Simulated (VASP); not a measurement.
Input:

```
CELL_PARAMETERS angstrom
      0.00000     3.23000     3.23000
      3.23000     0.00000     3.23000
      3.23000     3.23000     0.00000
ATOMIC_POSITIONS crystal
  Te 0.50000 0.50000 0.50000
  Pb 0.00000 0.00000 0.00000
```

Calculation: AM05 GGA, VASP's PBE PAW potentials (set 64) (plane waves; VASP). Numerical set-up: 520 eV cut-off, Gaussian smearing of 0.050 eV, potentials Te Pb_d.

Unless said otherwise, spin-orbit coupling is left out, though it shifts the bands of the heavy elements here.

Task: Give the energies of bands 7 to 13 at the high-symmetry points, in eV from the valence-band maximum.

Result: 
```json
[
 {"band": "7", "Γ": "-5.63", "X": "-7.33", "U": "-8.00", "L": "-8.62", "W": "-8.02"},
 {"band": "8", "Γ": "-1.34", "X": "-4.50", "U": "-4.12", "L": "-0.87", "W": "-3.79"},
 {"band": "9", "Γ": "-1.34", "X": "-2.80", "U": "-2.29", "L": "-0.87", "W": "-3.79"},
 {"band": "10", "Γ": "-1.34", "X": "-2.80", "U": "-2.08", "L": "0.00", "W": "-0.35"},
 {"band": "11", "Γ": "4.08", "X": "3.29", "U": "3.57", "L": "0.71", "W": "1.66"},
 {"band": "12", "Γ": "4.08", "X": "5.47", "U": "3.78", "L": "1.26", "W": "5.22"},
 {"band": "13", "Γ": "4.08", "X": "5.47", "U": "5.12", "L": "1.26", "W": "5.22"}
]
```

The gap is direct, 0.71 eV, from the valence maximum at L to the conduction minimum at L.

The compound is PbTe in the rock salt structure. The cell was not relaxed at this level.
